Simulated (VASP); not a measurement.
Consider the following.

```
CELL_PARAMETERS angstrom
      0.00000     2.40590     2.40590
      2.40590     0.00000     2.40590
      2.40590     2.40590     0.00000
ATOMIC_POSITIONS crystal
  Ca 0.00000 0.00000 0.00000
```

Calculation: LDA (Ceperley-Alder, Perdew-Zunger), VASP's LDA PAW potentials (set 64) (plane waves; VASP). Numerical set-up: 500 eV cut-off, 9×9×9 Γ-centred mesh, Gaussian smearing of 0.050 eV, potentials Ca_sv.

Energy and stress use the plane-wave basis of the starting cell.

### Question
The ions, cell shape and volume at an external pressure of 20.0 GPa are relaxed. Predict the relaxed structure.

### Answer

```
CELL_PARAMETERS angstrom
      0.00000     2.26734     2.26734
      2.26734     0.00000     2.26734
      2.26734     2.26734     0.00000
ATOMIC_POSITIONS crystal
  Ca 0.00000 0.00000 0.00000
```
Space group Fm-3m (225), at a tolerance of 0.03 Å.

### Question
How do energy and volume change from the first to the last step?

### Answer
The energy (σ→0) changes by +413.4 meV/atom and the volume by -16.3 %, in 3 ionic steps.

| step | E(σ→0) (eV) | max force (eV/Å) | pressure (GPa) | volume (Å³) |
|---|---|---|---|---|
| 1 | -1.9519 | 0.000 | 10.00 | 27.85 |
| 2 | -1.2662 | 0.000 | 26.23 | 21.42 |
| 3 | -1.5386 | 0.000 | 19.95 | 23.31 |

The compound is Ca in the fcc structure. This run relaxes it under an external pressure of 20 GPa. Symmetry was kept, so distortions that lower it aren't found.
